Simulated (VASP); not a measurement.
# RhN (P-6m2) in VASP: further runs

The runs below take RhN through single point, with PBE+U, PBEsol+U.

Everything below comes from runs of VASP 6.6.1. Logs are shortened: lines on timing, memory, paths and dates and some standing lists are left out, and cuts for length are marked.

**1. The crystal as given**

It takes space group P-6m2 (No. 187, hexagonal). Conventional cell: a = 2.963 Å, b = 2.963 Å, c = 2.892 Å, α = 90.00°, β = 90.00°, γ = 120.00°. Rh (site symmetry -6m2) has 6 N at 2.24 Å as nearest neighbours. N (site symmetry -6m2) has 6 Rh at 2.24 Å as nearest neighbours.

The cell comes from a database or a generator and needn't be the stable form of this composition.

**2. Single point, PBE+U, collinear spin, ferromagnetic start**

INCAR reads:

```
SYSTEM = RhN
PREC = Accurate ; ENCUT = 520
EDIFF = 1E-6 ; ISMEAR = 0
SIGMA = 0.05 ; LREAL = .FALSE.
LASPH = .TRUE. ; NELM = 80
ALGO = Normal ; ISIF = 2
LWAVE = .FALSE. ; LCHARG = .FALSE.
ISPIN = 2 ; MAGMOM = 0.6 0
LORBIT = 11 ; NUPDOWN = 4
LMAXMIX = 4 ; LDAU = .TRUE.
LDAUTYPE = 2 ; LDAUL = 2 -1
LDAUU = 2 0 ; LDAUJ = 0 0
LDAUPRINT = 1 ; GGA = PE
NBANDS = 21
```

KPOINTS reads:

```
regular mesh
0
G
  7 7 7
  0 0 0
```

POSCAR reads:

```
RhN
1.0
    2.9628278700      0.0000000000      0.0000000000
   -1.4814139400      2.5658842000      0.0000000000
    0.0000000000      0.0000000000      2.8915732100
Rh N
1 1
Direct
    0.0000000000      0.0000000000      0.0000000000
    0.6666666667      0.3333333333      0.5000000000
```

Potentials or basis: VASP PAW PBE potentials, release 64 (Rh_pv, N).

The run is started by

```bash
$ cat potpaw_PBE.64/Rh_pv/POTCAR potpaw_PBE.64/N/POTCAR > POTCAR
$ mpirun -np 1 vasp_std > vasp.out
```

OUTCAR:

```text
SYSTEM = RhN
   PREC = Accurate
   ENCUT = 520
   EDIFF = 1E-6
   ISMEAR = 0
   LREAL = .FALSE.
   LASPH = .TRUE.
   NELM = 80
   ISIF = 2
   ISPIN = 2
   LORBIT = 11
   NUPDOWN = 4
   GGA = PE

 ion  position               nearest neighbor table
   1  0.000  0.000  0.000-   2 2.24   2 2.24   2 2.24   2 2.24   2 2.24   2 2.24
   2  0.667  0.333  0.500-   1 2.24   1 2.24   1 2.24   1 2.24   1 2.24   1 2.24

  LATTYP: Found a hexagonal cell.
 ALAT       =     2.9628278700
 C/A-ratio  =     0.9759504557

  Lattice vectors:

 A1 = (   2.9628278700,   0.0000000000,   0.0000000000)
 A2 = (  -1.4814139400,   2.5658842000,   0.0000000000)
 A3 = (   0.0000000000,   0.0000000000,   2.8915732100)

Analysis of symmetry for initial positions (statically):
=====================================================================
 Subroutine PRICEL returns:
 Original cell was already a primitive cell.

 Routine SETGRP: Setting up the symmetry group for a
 hexagonal supercell.

 Subroutine GETGRP returns: Found 12 space group operations
 (whereof 12 operations were pure point group operations)
 out of a pool of 24 trial point group operations.

The static configuration has the point symmetry D_3h.

Analysis of symmetry for dynamics (positions and initial velocities):
=====================================================================
 Subroutine PRICEL returns:
 Original cell was already a primitive cell.

 Routine SETGRP: Setting up the symmetry group for a
 hexagonal supercell.

 Subroutine GETGRP returns: Found 12 space group operations
 (whereof 12 operations were pure point group operations)
 out of a pool of 24 trial point group operations.

The dynamic configuration has the point symmetry D_3h.

Analysis of structural, dynamic, and magnetic symmetry:
=====================================================================
 Subroutine PRICEL returns:
 Original cell was already a primitive cell.

 Routine SETGRP: Setting up the symmetry group for a
 hexagonal supercell.

 Subroutine GETGRP returns: Found 12 space group operations
 (whereof 12 operations were pure point group operations)
 out of a pool of 24 trial point group operations.

The overall configuration has the point symmetry D_3h.

 Subroutine INISYM returns: Found 12 space group operations
 (whereof 12 operations are pure point group operations),
 and found     1 'primitive' translations

----------------------------------------------------------------------------------------

                                     Primitive cell

  volume of cell :      21.9825

  direct lattice vectors                    reciprocal lattice vectors
     2.962827870  0.000000000  0.000000000     0.337515389  0.194864601  0.000000000
    -1.481413940  2.565884200  0.000000000     0.000000000  0.389729201  0.000000000
     0.000000000  0.000000000  2.891573210     0.000000000  0.000000000  0.345832503

  length of vectors
     2.962827870  2.962827870  2.891573210     0.389729201  0.389729201  0.345832503

  position of ions in fractional coordinates (direct lattice)
     0.000000000  0.000000000  0.000000000
     0.666666667  0.333333333  0.500000000

  ion indices of the primitive-cell ions
   primitive index   ion index
                 1           1
                 2           2

----------------------------------------------------------------------------------------

 KPOINTS: regular mesh

Automatic generation of k-mesh.
 Grid dimensions read from file:
 generate k-points for:    7    7    7

 Generating k-lattice:

  Cartesian coordinates                     Fractional coordinates (reciprocal lattice)
     0.048216484  0.027837800  0.000000000     0.142857143  0.000000000  0.000000000
     0.000000000  0.055675600  0.000000000     0.000000000  0.142857143  0.000000000
     0.000000000  0.000000000  0.049404643     0.000000000  0.000000000  0.142857143

  Length of vectors
     0.055675600  0.055675600  0.049404643

  Shift w.r.t. Gamma in fractional coordinates (k-lattice)
     0.000000000  0.000000000  0.000000000

 Subroutine IBZKPT returns following result:
 ===========================================

 Found     32 irreducible k-points:

 Following reciprocal coordinates:
            Coordinates               Weight
  0.000000  0.000000  0.000000      1.000000
  0.142857 -0.000000  0.000000      6.000000
  0.285714 -0.000000  0.000000      6.000000
  0.428571 -0.000000  0.000000      6.000000
  0.142857  0.142857  0.000000      6.000000
  0.285714  0.142857  0.000000     12.000000
[... 16 lines left out ...]
  0.428571  0.142857  0.285714     12.000000
  0.285714  0.285714  0.285714     12.000000
 [... further k-points ...]
   k-points           NKPTS =     32   k-points in BZ     NKDIM =     32   number of bands    NBANDS=     21
   number of dos      NEDOS =    301   number of ions     NIONS =      2
   total plane-waves  NPLWV =  13824
   dimension x,y,z NGX =    24 NGY =   24 NGZ =   24
   dimension x,y,z NGXF=    48 NGYF=   48 NGZF=   48
   ions per type =               1   1
   NGX,Y,Z   is equivalent  to a cutoff of  13.47, 13.47, 13.80 a.u.
   NGXF,Y,Z  is equivalent  to a cutoff of  26.93, 26.93, 27.60 a.u.
 SYSTEM =  RhN
   PREC   = accura    normal or accurate (medium, high low for compatibility)
   ISTART =      0    job   : 0-new  1-cont  2-samecut
   ICHARG =      2    charge: 1-file 2-atom 10-const
   ISPIN  =      2    spin polarized calculation?
   LNONCOLLINEAR =      F non collinear calculations
   LSORBIT =      F    spin-orbit coupling
   LASPH  =      T    aspherical Exc in radial PAW
   ENCUT  =  520.0 eV  38.22 Ry    6.18 a.u.   5.51  5.51  5.38*2*pi/ulx,y,z
   NELM   =     80;   NELMIN=  2; NELMDL= -5     # of ELM steps
   EDIFF  = 0.1E-05   stopping-criterion for ELM
   LREAL  =      F    real-space projection
   EDIFFG = 0.1E-04   stopping-criterion for IOM
   NSW    =      0    number of steps for IOM
   IBRION =     -1    ionic relax: 0-MD 1-quasi-New 2-CG
   NFREE  =      0    steps in history (QN), initial steepest desc. (CG)
   ISIF   =      2    stress and relaxation
   ISYM   =      2    0-nonsym 1-usesym 2-fastsym
   POTIM  = 0.5000    time-step for ionic-motion
   TEBEG  =    0.0;   TEEND  =   0.0 temperature during run
   PSTRESS=    0.0 pullay stress
   NELECT =      20.0000    total number of electrons
   NUPDOWN=       4.0000    fix difference up-down
   EMIN   =  10.00;   EMAX   =-10.00  energy-range for DOS
   EFERMI =   0.00;   METHOD = LEGACY
   ISMEAR =     0;   SIGMA  =   0.05  broadening in eV -4-tet -1-fermi 0-gaus
   EFERMI_NEDOS =   21; number of points for ismear=-14 and -15
   IALGO  =     38    algorithm
   IMIX   =      4    mixing-type and parameters
     AMIX     =   0.40;   BMIX     =  1.00
     AMIX_MAG =   1.60;   BMIX_MAG =  1.00
  volume/ion in A,a.u.               =      10.99        74.17
  Fermi-wavevector in a.u.,A,eV,Ry     =   1.586325  2.997720 34.238085  2.516428
  Thomas-Fermi vector in A             =   2.685654
   LORBIT       =     11    0 simple, 1 ext, 2 COOP (PROOUT), +10 PAW based schemes
 LDA+U is selected, type is set to LDAUTYPE =  2
   angular momentum for each species LDAUL =     2   -1
   U (eV)           for each species LDAUU =   2.0  0.0
   J (eV)           for each species LDAUJ =   0.0  0.0
   GGA     = PE    functional components
   LHFCALC =     F    Hartree Fock is set to
   AEXX    =    0.0000 exact exchange contribution
   IVDW    =     0    specifies the selected vdW correction
   LEPSILON=     F    determine dielectric tensor
   LRPA    =     F    only Hartree local field effects (RPA)
 spin polarized calculation
 Gauss-broadening in eV      SIGMA  =   0.05
  energy-cutoff  :      520.00
  volume of cell :       21.98
 maximum number of plane-waves:       617
 NGX is ok and might be reduce to    24
   NGX = 11   NGY = 11   NGZ = 11

atom =   1  type =  1  l = 2

 onsite density matrix

spin component  1

  0.9347 -0.0000  0.0000  0.0000 -0.0000
 -0.0000  0.9739 -0.0000 -0.0000  0.0000
  0.0000 -0.0000  0.9345 -0.0000 -0.0000
  0.0000 -0.0000 -0.0000  0.9739 -0.0000
 -0.0000  0.0000 -0.0000 -0.0000  0.9347

spin component  2

  0.4481  0.0000  0.0000 -0.0000 -0.0000
  0.0000  0.4149  0.0000 -0.0000 -0.0000
  0.0000  0.0000  0.4371 -0.0000 -0.0000
 -0.0000 -0.0000 -0.0000  0.4149  0.0000
 -0.0000 -0.0000 -0.0000  0.0000  0.4481

 occupancies and eigenvectors

  o =  0.4149  v =  0.0000  0.0000  0.0000  0.0000  0.0000  0.0000 -0.8490  0.0000 -0.5284  0.0000      0.0000  0.0000  0.0000  0.0000  0.0000  0.0000  0.0000  0.0000  0.0000  0.0000
  o =  0.4149  v =  0.0000  0.0000  0.0000  0.0000  0.0000 -0.0000  0.5284 -0.0000 -0.8490 -0.0000      0.0000  0.0000  0.0000  0.0000  0.0000  0.0000  0.0000  0.0000  0.0000  0.0000
  o =  0.4371  v =  0.0000  0.0000  0.0000  0.0000  0.0000  0.0000 -0.0000 -1.0000  0.0000 -0.0000      0.0000  0.0000  0.0000  0.0000  0.0000  0.0000  0.0000  0.0000  0.0000  0.0000
  o =  0.4481  v =  0.0000  0.0000  0.0000  0.0000  0.0000  0.1087  0.0000 -0.0000 -0.0000  0.9941      0.0000  0.0000  0.0000  0.0000  0.0000  0.0000  0.0000  0.0000  0.0000  0.0000
  o =  0.4481  v =  0.0000  0.0000  0.0000  0.0000  0.0000  0.9941  0.0000  0.0000 -0.0000 -0.1087      0.0000  0.0000  0.0000  0.0000  0.0000  0.0000  0.0000  0.0000  0.0000  0.0000
  o =  0.9345  v =  0.0000  0.0000 -1.0000 -0.0000 -0.0000  0.0000  0.0000  0.0000  0.0000  0.0000      0.0000  0.0000  0.0000  0.0000  0.0000  0.0000  0.0000  0.0000  0.0000  0.0000
  o =  0.9347  v = -0.4426  0.0000 -0.0000  0.0000 -0.8967  0.0000  0.0000  0.0000  0.0000  0.0000      0.0000  0.0000  0.0000  0.0000  0.0000  0.0000  0.0000  0.0000  0.0000  0.0000
  o =  0.9347  v =  0.8967  0.0000  0.0000  0.0000 -0.4426  0.0000  0.0000  0.0000  0.0000  0.0000      0.0000  0.0000  0.0000  0.0000  0.0000  0.0000  0.0000  0.0000  0.0000  0.0000
  o =  0.9739  v =  0.0000  0.8490  0.0000  0.5284  0.0000  0.0000  0.0000  0.0000  0.0000  0.0000      0.0000  0.0000  0.0000  0.0000  0.0000  0.0000  0.0000  0.0000  0.0000  0.0000
  o =  0.9739  v =  0.0000 -0.5284 -0.0000  0.8490  0.0000  0.0000  0.0000  0.0000  0.0000  0.0000      0.0000  0.0000  0.0000  0.0000  0.0000  0.0000  0.0000  0.0000  0.0000  0.0000

 number of electron      19.9999997 magnetization       4.0000574

 Free energy of the ion-electron system (eV)
  ---------------------------------------------------
  ext. energy  EPLUGINS =         0.00000000
  ---------------------------------------------------
  free energy    TOTEN  =        -9.52297220 eV

  energy without entropy =       -9.52244053  energy(sigma->0) =       -9.52270636

 E-fermi :   8.1245     XC(G=0): -13.0933

 val. band max:       11.1049215567   @ k =   0.2857   0.2857   0.0000
 cond. band min:       8.1614971425   @ k =   0.4286  -0.0000   0.4286
 fundamental gap:     -2.9434244142
 Fermi energy:        11.4940771474

 spin component 1

 k-point     1 :       0.0000    0.0000    0.0000
  band No.  band energies     occupation
      1     -38.9502      1.00000
      2     -38.9246      1.00000
      3     -38.9246      1.00000
      4      -6.9723      1.00000
      5       2.9109      1.00000
      6       3.3905      1.00000
[... 13 lines left out ...]
     20      33.9458      0.00000
     21      33.9458      0.00000
[... 529 lines left out ...]
 k-point    24 :       0.2857    0.2857    0.2857
  band No.  band energies     occupation
      1     -39.0747      1.00000
      2     -39.0311      1.00000
      3     -39.0237      1.00000
      4      -5.1884      1.00000
      5       1.9390      1.00000
      6       2.6283      1.00000
[... 13 lines left out ...]
     20      35.3949      0.00000
     21      36.8100      0.00000

 [... further k-points ...]

 spin component 2

 k-point     1 :       0.0000    0.0000    0.0000
  band No.  band energies     occupation
      1     -36.7757      1.00000
      2     -36.7757      1.00000
      3     -36.7145      1.00000
      4      -5.3748      1.00000
      5       5.3177      1.00000
      6       5.8825      1.00000
[... 13 lines left out ...]
     20      34.8545      0.00000
     21      34.8545      0.00000
[... 529 lines left out ...]
 k-point    24 :       0.2857    0.2857    0.2857
  band No.  band energies     occupation
      1     -36.9371      1.00000
      2     -36.8820      1.00000
      3     -36.8020      1.00000
      4      -3.1537      1.00000
      5       4.0624      1.00000
      6       4.7442      1.00000
[... 13 lines left out ...]
     20      36.4116      0.00000
     21      37.5997      0.00000

 [... further k-points ...]
[... 5 lines left out ...]
  --------------------------------------------------------------------------------------
  -------------------------------------------------------------------------------------
  Total        2.7715665      2.7715665      3.1354457     -0.0000000      0.0000000      0.0000000
  in kB      202.0031875    202.0031871    228.5241985     -0.0000004      0.0000000      0.0000000
  external PRESSURE =     210.8435244 kB  Pullay stress =       0.0000000 kB

 VOLUME and BASIS-vectors are now :
 -----------------------------------------------------------------------------
  energy-cutoff  :      520.00
  volume of cell :       21.98
      direct lattice vectors                 reciprocal lattice vectors
     2.962827870  0.000000000  0.000000000     0.337515389  0.194864601  0.000000000
    -1.481413940  2.565884200  0.000000000     0.000000000  0.389729201  0.000000000
     0.000000000  0.000000000  2.891573210     0.000000000  0.000000000  0.345832503

 POSITION                                       TOTAL-FORCE (eV/Angst)
 -----------------------------------------------------------------------------------
      0.00000      0.00000      0.00000        -0.000000      0.000000      0.000000
      1.48141      0.85529      1.44579         0.000000      0.000000      0.000000
 -----------------------------------------------------------------------------------
    total drift:                               -0.000000      0.000000      0.000000

  FREE ENERGIE OF THE ION-ELECTRON SYSTEM (eV)
  ---------------------------------------------------
  free  energy   TOTEN  =        -9.5229721997 eV

  energy  without entropy=       -9.5224405255  energy(sigma->0) =       -9.52270636

 total charge

# of ion       s       p       d       tot
------------------------------------------
    1        0.310   6.276   6.872  13.458
    2        1.255   2.357   0.000   3.612
--------------------------------------------------
tot          1.566   8.633   6.872  17.071

 magnetization (x)

# of ion       s       p       d       tot
------------------------------------------
    1        0.031   0.044   2.586   2.661
    2        0.101   0.918   0.000   1.019
--------------------------------------------------
tot          0.132   0.962   2.586   3.680
```

Run time: 12 s. Hardware: 1 thread of Intel Xeon 6975P-C (Granite Rapids), shared host; peak memory 0.15 GiB.

Results:

* Free energy: -9.5230 eV
* Pressure: 21.1 GPa
* Net moment: 4.00 μB per cell
* Site moments: Rh +2.66; N +1.02 μB
* Valence electrons inside the program's atomic spheres: Rh 13.46; N 3.61

Eigenvalues of the final occupation matrices:
| site | spin | trace | eigenvalues |
| --- | --- | --- | --- |
| site 1 d | 1 | 4.75 | 0.93 0.93 0.93 0.97 0.97 |
| site 1 d | 2 | 2.16 | 0.41 0.41 0.44 0.45 0.45 |

Caveat: the moment is held away from its start; the total moment is fixed, so each spin has its own Fermi level. The state reached can hang on the start; a lower one may exist.

**3. Single point, PBEsol+U, collinear spin, ferromagnetic start**

INCAR reads:

```
SYSTEM = RhN
PREC = Accurate ; ENCUT = 520
EDIFF = 1E-6 ; ISMEAR = 0
SIGMA = 0.05 ; LREAL = .FALSE.
LASPH = .TRUE. ; NELM = 60
ALGO = Normal ; ISIF = 2
LWAVE = .FALSE. ; LCHARG = .FALSE.
ISPIN = 2 ; MAGMOM = 0.6 0
LORBIT = 11 ; LMAXMIX = 4
LDAU = .TRUE. ; LDAUTYPE = 2
LDAUL = 2 -1 ; LDAUU = 7 0
LDAUJ = 0 0 ; LDAUPRINT = 1
GGA = PS ; NBANDS = 21
```

KPOINTS reads:

```
Automatic mesh
0
G
  7 7 7
  0 0 0
```

POSCAR is that of step 2.

Potentials or basis: VASP PAW PBE potentials, release 64 (Rh_pv, N).

The run is started by

```bash
$ cat potpaw_PBE.64/Rh_pv/POTCAR potpaw_PBE.64/N/POTCAR > POTCAR
$ mpirun -np 1 vasp_std > vasp.out
```

Run time: 27 s. Hardware: 1 thread of Intel Xeon 6975P-C (Granite Rapids), shared host; peak memory 0.16 GiB.

It converged, with:

```
Free energy                                           : -8.6606 eV
Pressure                                              : -11.4 GPa
Band gap on the k mesh                                : none (metal or under the smearing width)
Net moment                                            : 0.42 μB per cell
Site moments                                          : Rh +1.02; N -0.46 μB
Valence electrons inside the program's atomic spheres : Rh 13.76; N 3.50
```

Stress tensor (GPa, compression positive):
```
-10.44   0.00   0.00
  0.00 -10.44   0.00
  0.00   0.00 -13.36
```

Levels at points of the mesh, in eV from the Fermi level:
Spin up:
| k point | band 6 | band 7 | band 8 | band 9 | band 10 | band 11 | band 12 | band 13 | band 14 | band 15 |
| --- | --- | --- | --- | --- | --- | --- | --- | --- | --- | --- |
| (0.00, 0.00, 0.00) | -5.03 | -5.03 | -2.58 | -2.58 | -1.02 | 1.75 | 1.75 | 3.84 | 14.36 | 16.31 |
Spin down:
```
           k point  band 8  band 9  band 10  band 11  band 12  band 13
(0.00, 0.00, 0.00)   -1.80    1.07     1.07     2.42     2.42     3.68
```

Eigenvalues of the final occupation matrices:
| site | spin | trace | eigenvalues |
| --- | --- | --- | --- |
| site 1 d | 1 | 4.15 | 0.77 0.77 0.85 0.85 0.93 |
| site 1 d | 2 | 3.14 | 0.22 0.22 0.88 0.88 0.94 |

Caveat: the PAW data sets were made with another functional, which shifts forces and pressure a little.
